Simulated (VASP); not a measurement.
The system is Re.

```
Re
1.0
     2.76100    0.00000    0.00000
    -1.38050    2.39110    0.00000
     0.00000    0.00000    4.45600
Re
2
Direct
  0.33333 0.66667 0.25000
  0.66667 0.33333 0.75000
```

- Program: VASP 6.6.1
- Task: relaxation of cell and atoms
- Functional: PBEsol
- Potentials or basis: VASP PAW PBE potentials, release 64 (Re)
- Cutoff: 480 eV
- k mesh: 18 × 18 × 10
- Occupations: gaussian, width 0.1 eV
- Spin: no spin polarisation

At the start: pressure -4.1 GPa; volume 14.71 Å³/atom.

Task: Where does the relaxation end?

Result: Over 6 steps the energy falls by 2.0 meV/atom and the volume is 14.56 Å³/atom (-1.0 %); space group P6_3/mmc (No. 194, to 0.05 Å).

The path:
```csv
step,energy change (eV),largest force (eV/Å),pressure (GPa),volume (Å³)
1,0.0000,0.0000,-4.11,29.42
2,0.0708,0.0000,19.69,27.84
3,-0.0040,0.0000,-0.08,29.12
4,-0.0040,0.0000,0.01,29.11
5,-0.0040,0.0000,0.00,29.11
6,-0.0040,0.0000,0.00,29.11
```

Final structure:
```cif
data_structure
_symmetry_space_group_name_H-M 'P 1'
_symmetry_Int_Tables_number 1
_cell_length_a 2.7507
_cell_length_b 2.7507
_cell_length_c 4.4426
_cell_angle_alpha 90.000
_cell_angle_beta 90.000
_cell_angle_gamma 120.000
_cell_volume 29.11
loop_
_atom_site_label
_atom_site_type_symbol
_atom_site_fract_x
_atom_site_fract_y
_atom_site_fract_z
_atom_site_occupancy
Re1 Re 0.33333 0.66667 0.25000 1
Re2 Re 0.66667 0.33333 0.75000 1
```

Caveat: the PAW data sets were made with another functional, which shifts forces and pressure a little.
